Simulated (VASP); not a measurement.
An input for Ansatz (written as the equivalent of a VASP run, and not itself run):

Ansatz 0.2 input:
```yaml
crystal:
  lattice:
    - [0.0000000, 2.7324062, 2.7324062]
    - [2.7324062, 0.0000000, 2.7324062]
    - [2.7324062, 2.7324062, 0.0000000]
  atoms:
    - { symbol: Mg, position: [1.0000000, 1.0000000, 0.0000000] }
    - { symbol: Se, position: [0.5000000, 0.5000000, 0.5000000] }
kpoints:
  mp_grid: { grid: [8, 8, 8] }
hamiltonian:
  xc: r2scan
  pseudopotentials: { kind: paw }
scf:
  occupations: { method: gaussian, width: 0.05 }
  max_iter: 100
output: { forces: true, stress: true, eigenvalues: true }
```

Task: Write the VASP files for the same calculation (r2SCAN).

Result: This is not unique; one that fits is 
### INCAR
```
ALGO = Normal
EDIFF = 1E-7
ENCUT = 480
ISIF = 2
ISMEAR = 0
LASPH = T
LCHARG = F
LMAXMIX = 4
LMIXTAU = T
LREAL = F
LWAVE = F
METAGGA = R2SCAN
NELM = 100
PREC = Accurate
SIGMA = 0.05
SYSTEM = MgSe
```

**POSCAR**
```
MgSe
3.8642060
  0.0000000000   0.7071067741   0.7071067741
  0.7071067741   0.0000000000   0.7071067741
  0.7071067741   0.7071067741   0.0000000000
Mg Se
1 1
Direct
  1.0000000000   1.0000000000   0.0000000000
  0.5000000000   0.5000000000   0.5000000000
```

### KPOINTS
```
Automatic mesh
0
gamma
  8 8 8
```

POTCAR, in this order: Mg Se (PBE.64 set). Program: vasp_std.

Limits of the translation: each code has its own PAW files, so the cut-off isn't converted (ENCUT is set for VASP's; basis.ecutwfc is left out, and Ansatz then takes the one that its files recommend); Ansatz stops its SCF on the density residual and VASP on the energy change (EDIFF).

The compound is MgSe in the rock salt structure. It was relaxed first.
